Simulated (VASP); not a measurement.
Input:

```
CELL_PARAMETERS angstrom
      0.00000     3.13465     3.13465
      3.13465     0.00000     3.13465
      3.13465     3.13465     0.00000
ATOMIC_POSITIONS crystal
  Hg 0.00000 0.00000 0.00000
  Se 0.25000 0.25000 0.25000
```

These are PBE GGA with spin-orbit coupling, VASP's PBE PAW potentials (set 64) (plane waves; VASP 6.6.1) values and carry that method's errors. Settings: 400 eV cut-off, 9×9×9 Γ-centred mesh, Gaussian smearing of 0.050 eV, potentials Hg Se.

### Question
Give the energies of bands 9 to 22 at the high-symmetry points, in eV from the Fermi level.

### Answer

| band | Γ | X | U | L | W |
|---|---|---|---|---|---|
| 9 | -5.70 | -5.59 | -5.61 | -5.52 | -5.67 |
| 10 | -5.70 | -5.59 | -5.48 | -5.52 | -5.49 |
| 11 | -5.70 | -5.25 | -5.27 | -5.28 | -5.33 |
| 12 | -5.70 | -5.25 | -5.20 | -5.28 | -5.11 |
| 13 | -1.13 | -4.65 | -4.87 | -5.00 | -4.87 |
| 14 | -1.13 | -4.65 | -4.71 | -5.00 | -4.77 |
| 15 | -0.24 | -2.05 | -2.60 | -0.99 | -2.49 |
| 16 | -0.24 | -2.05 | -2.48 | -0.99 | -2.27 |
| 17 | 0.00 | -2.03 | -1.71 | -0.81 | -2.19 |
| 18 | 0.00 | -2.03 | -1.65 | -0.81 | -2.13 |
| 19 | 0.00 | 2.60 | 2.68 | 0.99 | 3.15 |
| 20 | 0.00 | 2.60 | 2.78 | 0.99 | 3.35 |
| 21 | 4.63 | 3.10 | 4.39 | 5.83 | 5.03 |
| 22 | 4.63 | 3.10 | 4.40 | 5.83 | 5.15 |

It has no gap at this level: it comes out as a metal or semimetal.

The compound is HgSe in the zinc blende structure. It was relaxed first, which changed the volume by +10 %.
